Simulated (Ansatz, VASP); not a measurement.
## Two plane-wave programs on ZnCd3Ni

```xyz
5
Lattice="4.8797 0.0000 0.0000 0.0000 4.8797 0.0000 0.0000 0.0000 4.8797" Properties=species:S:1:pos:R:3 pbc="T T T"
Zn    0.0000    0.0000    0.0000
Cd    0.0000    2.4398    2.4398
Cd    2.4398    0.0000    2.4398
Cd    2.4398    2.4398    0.0000
Ni    2.4398    2.4398    2.4398
```

Alike in both runs: functional r2SCAN; k mesh 4 × 4 × 4; occupations gaussian, width 0.1 eV; no spin polarisation.

Ansatz relaxed the structure, and its values are those at the end. VASP's run is a single point on that final structure, the one shown.

|  | VASP | Ansatz |
| --- | --- | --- |
| version | VASP 6.6.1 | Ansatz 0.2.0 |
| potentials or method | VASP PAW PBE potentials, release 64 (Zn, Cd, Ni) | scalar-relativistic, plane waves, PAW |
| plane-wave cutoff (eV) | 520 | 500 |
| valence electrons in the cell | 58 | 90 |

```tsv
	VASP	Ansatz	Ansatz less VASP
gap on the k mesh at the Fermi level (eV)	none	none	-
pressure (GPa)	0.6	0.1	-0.47
```

A gap of «none» marks a metal or a gap that the smearing closes. The functional is the same, so the differences come from potentials, cutoffs and numerics. The two sets of potentials don't hold the same shells in valence.

Caveats: the PAW data sets were made with another functional, which shifts forces and pressure a little (VASP). Spin polarisation is off, so any magnetic state and its effect on volume and gap are missing.
